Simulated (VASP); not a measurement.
Here is the system:

```
AgTi2
1.0
   -1.50315     1.50315     6.03434
    1.50315    -1.50315     6.03434
    1.50315     1.50315    -6.03434
Ti Ag
2 1
Direct
  0.32849   0.32849   0.00000
  0.67151   0.67151   0.00000
  0.00000   0.00000   0.00000
```

The numbers are results of PBEsol GGA, VASP's PBE PAW potentials (set 64) (plane waves; VASP 6.6.1), not measurements. Run with 300 eV cut-off, 11×11×11 Γ-centred mesh, Gaussian smearing of 0.27 eV, potentials Ti_sv Ag.

At this cut-off the stress carries a Pulay error, which pulls relaxed volumes low.

Question: Estimate the energy per atom (σ→0), pressure, largest force, band gap (on the k-mesh) with the smallest direct gap where there is one.

Answer: 
```json
{
 "band gap (on the k-mesh)": "none (metal, semimetal or under 0.01 eV)",
 "energy per atom (σ→0)": "-6.687 eV/atom",
 "pressure": "-9.54 GPa",
 "largest_force": "0.00154 Ha/bohr"
}
```

The absolute energy has meaning only against runs of the same code, potentials and settings.

The structure comes from a computed database's Ti2Ag entry (I4/mmm); how it stands against other phases isn't given here. The cell was not relaxed at this level. The electron count is odd and the run is not spin-polarised, which forces a metal.
